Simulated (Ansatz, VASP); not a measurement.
# Ge (amorphous Ge) in two plane-wave programs

Aim: how closely do two programs agree when they are given the same cell, functional and k mesh? The cell is taken from a series of runs on this material, whose earlier steps may have relaxed, scaled, displaced or heated it; both programs get it as it stands.

Method: plane waves, with VASP 6.6.1 beside it; PBE, in Ansatz 0.2.0.

## Step 1: The starting structure

The cell holds 72 atoms: 72 Ge. Cell: a = 12.477 Å, b = 11.590 Å, c = 12.183 Å, α = 92.4°, β = 92.6°, γ = 93.3°. As first built, before any earlier steps moved the atoms or strained the cell (in the runner's words): 72 atoms (72 Ge) placed at random at 5.05 g/cm^3, melted at 3500 K for 10 ps at fixed volume with the Tersoff potential (Tersoff, Phys. Rev. B 39, 5566 (1989)). Quenched from 3500 K to 300 K at 20 K/ps and fixed volume, annealed at 800 K for 20 ps, held 5 ps, then minimised at fixed cell.

## Step 2: Ansatz: single point, PBE

Ansatz runs on its default PAW (the set named soft_2) files.

With cell and atoms fixed, the geometry can't cause a difference; cores, projectors, grids and the points listed under the comparison can.

Input file input.yaml:

```yaml
crystal:
  lattice:
    - [12.46921, -0.35105, -0.28221]
    - [-0.35105, 11.58162, -0.25602]
    - [-0.28221, -0.25602, 12.17664]
  atoms:
    - { symbol: Ge, position: [0.2715, 0.99338, 0.7651] }
    - { symbol: Ge, position: [0.37897, 0.56138, 0.39181] }
    - { symbol: Ge, position: [0.75694, 0.84633, 0.76994] }
    - { symbol: Ge, position: [0.37107, 0.3601, 0.85232] }
    - { symbol: Ge, position: [0.14855, 0.04109, 0.49519] }
    - { symbol: Ge, position: [0.17835, 0.6175, 0.63131] }
    - { symbol: Ge, position: [0.94574, 0.85485, 0.21487] }
    - { symbol: Ge, position: [0.11964, 0.41186, 0.54731] }
    - { symbol: Ge, position: [0.95355, 0.59595, 0.97384] }
    - { symbol: Ge, position: [0.98817, 0.0489, 0.95874] }
    - { symbol: Ge, position: [0.5626, 0.21037, 0.28187] }
    - { symbol: Ge, position: [0.61025, 0.98206, 0.71779] }
    - { symbol: Ge, position: [0.09679, 0.89347, 0.83728] }
    - { symbol: Ge, position: [0.68233, 0.0775, 0.54676] }
    - { symbol: Ge, position: [0.55123, 0.80757, 0.38877] }
    - { symbol: Ge, position: [0.24622, 0.89174, 0.39659] }
    - { symbol: Ge, position: [0.51241, 0.14644, 0.46734] }
    - { symbol: Ge, position: [0.25034, 0.7025, 0.0483] }
    - { symbol: Ge, position: [0.73292, 0.37159, 0.62285] }
    - { symbol: Ge, position: [0.42073, 0.40427, 0.05599] }
    - { symbol: Ge, position: [0.00521, 0.05142, 0.16698] }
    - { symbol: Ge, position: [0.25135, 0.28186, 0.29063] }
    - { symbol: Ge, position: [0.65256, 0.96718, 0.04183] }
    - { symbol: Ge, position: [0.66708, 0.62278, 0.00581] }
    - { symbol: Ge, position: [0.2658, 0.88251, 0.19027] }
    - { symbol: Ge, position: [0.91458, 0.29421, 0.74665] }
    - { symbol: Ge, position: [0.36723, 0.70659, 0.72502] }
    - { symbol: Ge, position: [0.69796, 0.63884, 0.80037] }
    - { symbol: Ge, position: [0.68481, 0.39392, 0.26947] }
    - { symbol: Ge, position: [0.55968, 0.62115, 0.48216] }
    - { symbol: Ge, position: [0.68831, 0.06158, 0.22431] }
    - { symbol: Ge, position: [0.54669, 0.37831, 0.73296] }
    - { symbol: Ge, position: [0.52616, 0.58913, 0.68366] }
    - { symbol: Ge, position: [0.15404, 0.44349, 0.2094] }
    - { symbol: Ge, position: [0.87963, 0.37276, 0.2435] }
    - { symbol: Ge, position: [0.82046, 0.91558, 0.95568] }
    - { symbol: Ge, position: [0.88304, 0.83722, 0.40112] }
    - { symbol: Ge, position: [0.9737, 0.30129, 0.41545] }
    - { symbol: Ge, position: [0.72307, 0.5086, 0.453] }
    - { symbol: Ge, position: [0.8722, 0.17677, 0.56159] }
    - { symbol: Ge, position: [0.34059, 0.55581, 0.1737] }
    - { symbol: Ge, position: [0.61784, 0.42833, 0.07735] }
    - { symbol: Ge, position: [0.43859, 0.76486, 0.21075] }
    - { symbol: Ge, position: [0.41177, 0.27021, 0.5964] }
    - { symbol: Ge, position: [0.11367, 0.31328, 0.7289] }
    - { symbol: Ge, position: [0.22997, 0.68705, 0.44543] }
    - { symbol: Ge, position: [0.88095, 0.2463, 0.94894] }
    - { symbol: Ge, position: [0.71375, 0.93606, 0.38487] }
    - { symbol: Ge, position: [0.23955, 0.1632, 0.65799] }
    - { symbol: Ge, position: [0.07162, 0.71188, 0.15705] }
    - { symbol: Ge, position: [0.86973, 0.5227, 0.76761] }
    - { symbol: Ge, position: [0.66949, 0.28649, 0.92085] }
    - { symbol: Ge, position: [0.94218, 0.85254, 0.6987] }
    - { symbol: Ge, position: [0.97962, 0.6501, 0.6407] }
    - { symbol: Ge, position: [0.96388, 0.98224, 0.5433] }
    - { symbol: Ge, position: [0.21967, 0.49318, 0.81058] }
    - { symbol: Ge, position: [0.42897, 0.94576, 0.46266] }
    - { symbol: Ge, position: [0.84828, 0.17173, 0.1657] }
    - { symbol: Ge, position: [0.11751, 0.66977, 0.88581] }
    - { symbol: Ge, position: [0.90756, 0.62406, 0.44422] }
    - { symbol: Ge, position: [0.09628, 0.15299, 0.33456] }
    - { symbol: Ge, position: [0.29842, 0.3824, 0.46794] }
    - { symbol: Ge, position: [0.98511, 0.41354, 0.07123] }
    - { symbol: Ge, position: [0.56842, 0.08865, 0.89867] }
    - { symbol: Ge, position: [0.2592, 0.06864, 0.08667] }
    - { symbol: Ge, position: [0.83456, 0.74044, 0.06156] }
    - { symbol: Ge, position: [0.54703, 0.77726, 0.04434] }
    - { symbol: Ge, position: [0.41873, 0.90296, 0.65914] }
    - { symbol: Ge, position: [0.39303, 0.22652, 0.16543] }
    - { symbol: Ge, position: [0.38372, 0.79177, 0.92659] }
    - { symbol: Ge, position: [0.07157, 0.59782, 0.32864] }
    - { symbol: Ge, position: [0.37829, 0.0102, 0.93644] }
kpoints:
  mp_grid: { grid: [1, 1, 1] }
hamiltonian:
  xc: pbe
scf:
  occupations: { method: fermi_dirac, width: 0.025 }
output:
  forces: true
  stress: true
  populations: true
  dos:
    method: { smearing: { sigma: 0.08 } }
    de: 0.05
    projected: { site_lists: { Ge: [Ge] } }
  eigenvalues: true
  write_density: true
  write_potential: true
  volumetric_format: npy
```

Launch:

```bash
> ansatz run input.yaml --threads 4 --pin off --max-ram 8192MiB --backend cpu --events-out ev --progress --plain --runs-dir out
```

Numbers of over 12 decimals in the logs are rounded to 6 here.

Output:

```text
Engine: ansatz 0.2.0, aarch64-unknown-linux-gnu
Pseudopotentials: kind: paw
Pseudopotential: Ge, paw, valence charge 14, recommended cutoff 420 eV (normal), Ge.paw.azcp
Functional definition: PBE
  parameter kappa = 0.804
  parameter beta = 0.066725
  exchange = pbe_x(kappa = kappa, mu = beta*pi^2/3)
  correlation = pbe_c(beta = beta)
Crystal: 72 atoms, lattice volume = 1755.182 Å³
Basis set: ecut = 420 eV, 34337 PW (Γ), exchange–correlation on 180×160×180 points (8 copies of the dense FFT grid, shifted against one another)
Bands: 605, of which v1, the nominal top of the filled ones, is band 504 counted from 1 (503 counted from 0)
Symmetry: 1 space group operations
Space group: P1 (ITA 1), of the structure as read, at distance tolerance 1.2e-4 Å
k-points: 1
Non-local potential: Ge, projectors of the file, l = 0: 2, l = 1: 2, l = 2: 3, l = 3: 1
PAW form: soft (Blöchl's): semilocal exchange-correlation on the pseudo side does not see the compensation charge
PAW one-centre angular grid: Ge, 590 points (default); XC on 64 Gauss nodes
Initial density: superposition of atomic densities (neutral atoms: chi_scale 0, normalization atom), corrected by the library's trained network
Initial wavefunctions: pseudopotential atomic-orbital guess
Functional: x = pbe(κ = 0.804, μ = 0.219515), c = pbe(β = 0.066725)
SCF iter   1: F=—  HF=-309224.215425 eV  |F-HF|=—  |Δ(HF+E_count)|=         —  Δρ=3.45e-3  dr2=7.01e-1  ethr=1.77e-3  ⟨swp⟩=6.0  Hψ=2139  notcnv=0  defer=1
preconditioner: auto → Resta (q_TF=auto, 2.487 Å⁻¹)  ε∞=2.6  [insulator: Δε(μ)=0.315 eV  Ē_g=22.022 eV  σ=0.025 eV  W_gap=1.00  n_scr=456 (ndim 8)  ℏωp=28.1 eV  f_vac=0.093  D(μ)=0.30/eV (n_scr^D=0)  ε∞_Penn≈2.6]
SCF iter   2: F=—  HF=-309224.115657 eV  |F-HF|=—  |Δ(HF+E_count)|=   9.98e-2  Δρ=2.08e-3  dr2=4.38e-1  ethr=6.95e-5  ⟨swp⟩=3.0  Hψ=1144  notcnv=0  defer=92
SCF iter   3: F=—  HF=-309224.079269 eV  |F-HF|=—  |Δ(HF+E_count)|=   3.64e-2  Δρ=1.31e-3  dr2=1.02e-1  ethr=4.34e-5  ⟨swp⟩=2.0  Hψ=603  notcnv=0  defer=92
SCF iter   4: F=—  HF=-309224.072813 eV  |F-HF|=—  |Δ(HF+E_count)|=   6.46e-3  Δρ=6.60e-4  dr2=2.17e-2  ethr=1.01e-5  ⟨swp⟩=2.0  Hψ=599  notcnv=0  defer=92
SCF iter   5: F=—  HF=-309224.071189 eV  |F-HF|=—  |Δ(HF+E_count)|=   1.62e-3  Δρ=2.72e-4  dr2=3.53e-3  ethr=2.15e-6  ⟨swp⟩=2.0  Hψ=611  notcnv=0  defer=92
SCF iter   6: F=—  HF=-309224.071320 eV  |F-HF|=—  |Δ(HF+E_count)|=   1.31e-4  Δρ=1.33e-4  dr2=9.08e-4  ethr=3.50e-7  ⟨swp⟩=2.0  Hψ=598  notcnv=0  defer=92
SCF iter   7: F=—  HF=-309224.071516 eV  |F-HF|=—  |Δ(HF+E_count)|=   1.96e-4  Δρ=6.46e-5  dr2=2.62e-4  ethr=9.01e-8  ⟨swp⟩=2.0  Hψ=598  notcnv=0  defer=92
SCF iter   8: F=—  HF=-309224.071567 eV  |F-HF|=—  |Δ(HF+E_count)|=   5.10e-5  Δρ=3.49e-5  dr2=3.75e-5  ethr=2.60e-8  ⟨swp⟩=2.0  Hψ=596  notcnv=0  defer=92
SCF iter   9: F=—  HF=-309224.072497 eV  |F-HF|=—  |Δ(HF+E_count)|=   9.30e-4  Δρ=1.98e-5  dr2=2.52e-5  ethr=3.72e-9  ⟨swp⟩=2.0  Hψ=1109  notcnv=0  defer=92
SCF iter  10: F=—  HF=-309224.072505 eV  |F-HF|=—  |Δ(HF+E_count)|=   8.70e-6  Δρ=8.78e-6  dr2=3.80e-6  ethr=2.50e-9  ⟨swp⟩=2.0  Hψ=607  notcnv=0  defer=92
SCF iter  11: F=—  HF=-309224.072509 eV  |F-HF|=—  |Δ(HF+E_count)|=   3.34e-6  Δρ=4.97e-6  dr2=3.97e-6  ethr=3.77e-10  ⟨swp⟩=2.0  Hψ=658  notcnv=0  defer=92
SCF iter  12: F=—  HF=-309224.072509 eV  |F-HF|=—  |Δ(HF+E_count)|=   3.47e-7  Δρ=2.10e-6  dr2=1.96e-7  ethr=3.77e-10  ⟨swp⟩=2.0  Hψ=598  notcnv=0  defer=92
SCF iter  13: F=—  HF=-309224.072509 eV  |F-HF|=—  |Δ(HF+E_count)|=   2.00e-7  Δρ=1.21e-6  dr2=1.20e-7  ethr=9.92e-12  ⟨swp⟩=12.0  Hψ=4139  notcnv=0
SCF iter  14: F=-309224.072509 eV  HF=-309224.072509 eV  |F-HF|=8.32e-9  |Δ(HF+E_count)|=   5.16e-8  Δρ=6.96e-7  dr2=3.66e-8  ethr=9.92e-12  ⟨swp⟩=7.0  Hψ=2783  notcnv=0
SCF 1 converged in 14 iterations: F = -309224.072509 eV  dr2 = 3.66e-8
  greatest PAW one-centre occupation: 0.998 electrons in one spin orbital (limit 2), on the Ge atom at site 18 (counted from 0), in its partial waves of l = 2
SCF converged after 14 iterations
Free energy (F): -309224.072509 eV
Harris-Foulkes:  -309224.072509 eV  (|F-HF|=8.32e-9)
Internal energy: -309224.069470 eV  (E = F + TS)
E sigma→0 (E₀):  -309224.070990 eV
Entropy (-TS):   -0.003040 eV (-0.042 meV/atom)
Fermi energy:    7.268089 eV
--- Per-component energies (eV) ---
  E_band       = -11599.746944
  E_kinetic    = 7953.732846
  E_local      = -185396.029502  (includes V_loc(G=0)·N_el)
  E_nonlocal   = 30043.499652
  E_hartree    = 81388.591799
  E_xc         = -5414.315417
  E_vxc        = -4612.316592  (∫ρ·V_xc dr)
  E_paw        = -145340.575363  (= ΣΔE_a)
  E_vpaw       = -22365.833507  (= ΣTr[D̂ρ^β])
  E_aug_tail   = 0.022025  (compensation charges beyond the density's cutoff)
  E_ewald      = -92458.995509
  E_smearing   = -0.003040  (= −TS)
  E_closure    = -0.000000  (closes the sum)
  Σ components = -309224.072509   (vs F -309224.072509, Δ=0.00e0)
[...]
atom  60  Ge    -0.00098334    -0.00159901     0.00213126
  atom  61  Ge    -0.00195777     0.00047468    -0.00613707
  atom  62  Ge     0.00286685    -0.00409054    -0.00229708
  atom  63  Ge    -0.00145505     0.00199364    -0.00692821
  atom  64  Ge     0.00386275     0.00218037    -0.00153687
  atom  65  Ge     0.00131014    -0.00242606     0.00118007
  atom  66  Ge    -0.00148784     0.01406866     0.00820013
  atom  67  Ge    -0.00120882    -0.00115247     0.00276790
  atom  68  Ge     0.00057634    -0.00083169     0.00223906
  atom  69  Ge    -0.00068482    -0.00155728     0.00003462
  atom  70  Ge    -0.00091486    -0.00086153    -0.00423718
  atom  71  Ge    -0.00362049    -0.00039526     0.00722611
  atom  72  Ge     0.00218748    -0.00242110     0.00231309
  max |Σ_I F_I| component: 6.51e-6 eV/Å
--- Stress (GPa, compression-positive) ---
       -0.000447       0.003796       0.001453
        0.003796       0.001140      -0.004477
        0.001453      -0.004477       0.004472
  P = ⅓ Tr σ = 0.0017 GPa (0.017 kbar)
--- Band table (eV) ---
  k-point 0: bands = [... 500 lower, 6.9002, 6.9773, 7.0387, 7.1338, 7.4018, 7.6491, 7.7120, 7.7370, ... 97 higher]
--- Löwdin populations: 72 sites ---
  site symbol       q [e]
     0     Ge     13.9785
     1     Ge     13.9635
     2     Ge     14.0006
     3     Ge     13.9936
     4     Ge     13.9919
     5     Ge     13.9850
     6     Ge     13.9586
     7     Ge     13.9583
     8     Ge     13.9917
     9     Ge     13.9586
    10     Ge     13.9722
    11     Ge     13.9703
    12     Ge     13.9618
    13     Ge     13.9923
    14     Ge     13.9965
    15     Ge     13.9623
    16     Ge     13.9910
    17     Ge     13.9196
    18     Ge     13.9244
    19     Ge     13.9978
    20     Ge     14.0007
    21     Ge     13.9605
    22     Ge     13.9573
    23     Ge     13.9395
[...]
64     Ge     14.0182
    65     Ge     13.9692
    66     Ge     13.9856
    67     Ge     13.9896
    68     Ge     13.9967
    69     Ge     14.0080
    70     Ge     14.0107
    71     Ge     13.9862
  spilling = 0.001641 (of n_electrons = 1008.000000)
```

## Step 3: VASP: single point, PBE

The same cell, functional, mesh and smearing now go to VASP, with its own data sets.

Lines of VASP's logs that name or quote its potential files are left out, and so is its time.

Input file INCAR:

```
SYSTEM = Ge
PREC = Accurate
ENCUT = 500
EDIFF = 1E-06
NELM = 120
ISMEAR = -1
SIGMA = 0.025
LREAL = Auto
ALGO = Normal
GGA = PE
NBANDS = 584
LORBIT = 11
LWAVE = .FALSE.
LCHARG = .FALSE.
ISIF = 2
LASPH = .TRUE.
GGA_COMPAT = .FALSE.
EFERMI = MIDGAP
NCORE = 2
```

Input file POSCAR:

```
Ge
1.0
   12.4692100000     -0.3510500000     -0.2822100000
   -0.3510500000     11.5816200000     -0.2560200000
   -0.2822100000     -0.2560200000     12.1766400000
Ge
72
Direct
    0.2715000000      0.9933800000      0.7651000000
    0.3789700000      0.5613800000      0.3918100000
    0.7569400000      0.8463300000      0.7699400000
    0.3710700000      0.3601000000      0.8523200000
    0.1485500000      0.0410900000      0.4951900000
    0.1783500000      0.6175000000      0.6313100000
    0.9457400000      0.8548500000      0.2148700000
    0.1196400000      0.4118600000      0.5473100000
    0.9535500000      0.5959500000      0.9738400000
    0.9881700000      0.0489000000      0.9587400000
    0.5626000000      0.2103700000      0.2818700000
    0.6102500000      0.9820600000      0.7177900000
    0.0967900000      0.8934700000      0.8372800000
    0.6823300000      0.0775000000      0.5467600000
    0.5512300000      0.8075700000      0.3887700000
    0.2462200000      0.8917400000      0.3965900000
    0.5124100000      0.1464400000      0.4673400000
    0.2503400000      0.7025000000      0.0483000000
    0.7329200000      0.3715900000      0.6228500000
    0.4207300000      0.4042700000      0.0559900000
    0.0052100000      0.0514200000      0.1669800000
    0.2513500000      0.2818600000      0.2906300000
    0.6525600000      0.9671800000      0.0418300000
    0.6670800000      0.6227800000      0.0058100000
    0.2658000000      0.8825100000      0.1902700000
    0.9145800000      0.2942100000      0.7466500000
    0.3672300000      0.7065900000      0.7250200000
    0.6979600000      0.6388400000      0.8003700000
    0.6848100000      0.3939200000      0.2694700000
    0.5596800000      0.6211500000      0.4821600000
    0.6883100000      0.0615800000      0.2243100000
    0.5466900000      0.3783100000      0.7329600000
    0.5261600000      0.5891300000      0.6836600000
    0.1540400000      0.4434900000      0.2094000000
    0.8796300000      0.3727600000      0.2435000000
    0.8204600000      0.9155800000      0.9556800000
    0.8830400000      0.8372200000      0.4011200000
    0.9737000000      0.3012900000      0.4154500000
    0.7230700000      0.5086000000      0.4530000000
    0.8722000000      0.1767700000      0.5615900000
    0.3405900000      0.5558100000      0.1737000000
    0.6178400000      0.4283300000      0.0773500000
    0.4385900000      0.7648600000      0.2107500000
    0.4117700000      0.2702100000      0.5964000000
    0.1136700000      0.3132800000      0.7289000000
    0.2299700000      0.6870500000      0.4454300000
    0.8809500000      0.2463000000      0.9489400000
    0.7137500000      0.9360600000      0.3848700000
    0.2395500000      0.1632000000      0.6579900000
    0.0716200000      0.7118800000      0.1570500000
    0.8697300000      0.5227000000      0.7676100000
    0.6694900000      0.2864900000      0.9208500000
    0.9421800000      0.8525400000      0.6987000000
    0.9796200000      0.6501000000      0.6407000000
    0.9638800000      0.9822400000      0.5433000000
    0.2196700000      0.4931800000      0.8105800000
    0.4289700000      0.9457600000      0.4626600000
    0.8482800000      0.1717300000      0.1657000000
    0.1175100000      0.6697700000      0.8858100000
    0.9075600000      0.6240600000      0.4442200000
    0.0962800000      0.1529900000      0.3345600000
    0.2984200000      0.3824000000      0.4679400000
    0.9851100000      0.4135400000      0.0712300000
    0.5684200000      0.0886500000      0.8986700000
    0.2592000000      0.0686400000      0.0866700000
    0.8345600000      0.7404400000      0.0615600000
    0.5470300000      0.7772600000      0.0443400000
    0.4187300000      0.9029600000      0.6591400000
    0.3930300000      0.2265200000      0.1654300000
    0.3837200000      0.7917700000      0.9265900000
    0.0715700000      0.5978200000      0.3286400000
    0.3782900000      0.0102000000      0.9364400000
```

Input file KPOINTS:

```
Automatic mesh
0
Gamma
1 1 1
0 0 0
```

Potentials, in the order of the species: Ge_d (PBE family, release 64).

Launch:

```bash
> mpirun -np 8 vasp_gam
```

Output:

```text
[banner, memory and clock lines left out]
running    8 mpi-ranks, on    1 nodes
[...]
LDA part: xc-table for (Slater+PW92), standard interpolation
 POSCAR, INCAR and KPOINTS ok, starting setup
[...]
entering main loop
       N       E                     dE             d eps       ncg     rms          rms(c)
DAV:   1     0.208703034813E+05    0.20870E+05   -0.40371E+05  1208   0.528E+03
DAV:   2     0.494898895248E+04   -0.15921E+05   -0.15346E+05  1168   0.121E+03
DAV:   3     0.724669763626E+03   -0.42243E+04   -0.40681E+04  1168   0.326E+02
DAV:   4    -0.206604460872E+03   -0.93127E+03   -0.85608E+03  1304   0.140E+02
[...]
DAV:  18    -0.310551858818E+03   -0.30968E-05   -0.30085E-05  1440   0.254E-02    0.175E-03
DAV:  19    -0.310551860251E+03   -0.14327E-05   -0.16209E-05  1072   0.142E-02    0.192E-03
DAV:  20    -0.310551860198E+03    0.52241E-07   -0.17281E-06   768   0.126E-02
   1 F= -.31055186E+03 E0= -.31055034E+03  d E =-.304260E-02
```

Parts of OUTCAR (step 3):

```text
 POSITION                                       TOTAL-FORCE (eV/Angst)
 -----------------------------------------------------------------------------------
      2.82075     11.21376      8.98540         0.002146      0.005738      0.001965
      4.41781      6.26834      4.52026         0.004488      0.001487     -0.000370
      8.92405      9.33903      8.94499        -0.001257     -0.000954      0.003760
      4.26000      3.82207     10.18148        -0.001740     -0.006272     -0.000416
      1.69813      0.29696      5.97731        -0.001015     -0.000849      0.000955
      1.82895      6.92741      7.47881        -0.003564      0.000837     -0.003676
     11.43190      9.51353      2.13064        -0.000056      0.006951     -0.002897
      1.19278      4.58788      6.52519        -0.002759      0.001538     -0.000243
     11.40598      6.31800     11.43642         0.000750     -0.010683     -0.010317
     12.03397     -0.02601     11.38284         0.004881      0.004397     -0.002323
      6.86178      2.16676      3.21960        -0.006043      0.001891     -0.001148
      7.06202     10.97585      8.31662         0.001311      0.003191      0.001200
      0.65695     10.09949      9.93920        -0.007957      0.001695      0.000756
      8.32661      0.51806      6.44530        -0.002259      0.000328      0.002570
[...]
-----------------------------------------------------------------------------------
    total drift:                               -0.006723      0.001408      0.000542

  FREE ENERGIE OF THE ION-ELECTRON SYSTEM (eV)
  ---------------------------------------------------
  free  energy   TOTEN  =      -310.5518601985 eV

  energy  without entropy=     -310.5488176013  energy(sigma->0) =     -310.55033890
```

The run ends at a pressure of -0.09 GPa, with forces up to 0.015 eV/Å.

## Step 4: Differences

Known differences besides the potentials themselves: the cutoff is 420 eV in Ansatz and 500 eV in VASP (PREC = Accurate, projectors in real space). Total energies have different zeros and are not compared.

Compared:

```csv
quantity,Ansatz,VASP,difference
pressure (GPa),0.00,-0.09,+0.10
gap on the k mesh (eV),0.268,0.268,0.000
```

The largest component of a force difference here is 7 meV/Å. A gap on the mesh is an upper bound, since the band edges may lie between its points.

## Step 5: Outcome

| Item | Value |
| --- | --- |
| difference in gap on the k mesh (single point, PBE) | 3.0e-5 eV |

The difference in gap on the k mesh is 3.0e-5 eV (single point, PBE), within the 0.08 eV picked in this series as the mark of a large difference. Such differences can come from data sets, numerical settings and the points named under the comparisons, not from the functional's error against experiment.

[Lines on the potential files, build, host, timing and source positions are cut from VASP's logs without a mark.]

[Logs are printed without paths, hosts, clocks, repeated set-up lines and the standing remarks that a program may print on its own settings, such as how far it seeks lower states.]

[Hosts, paths, dates, database ids (printed as entryN), source tags and the programs' standing remarks are cut or masked in the printed files.]
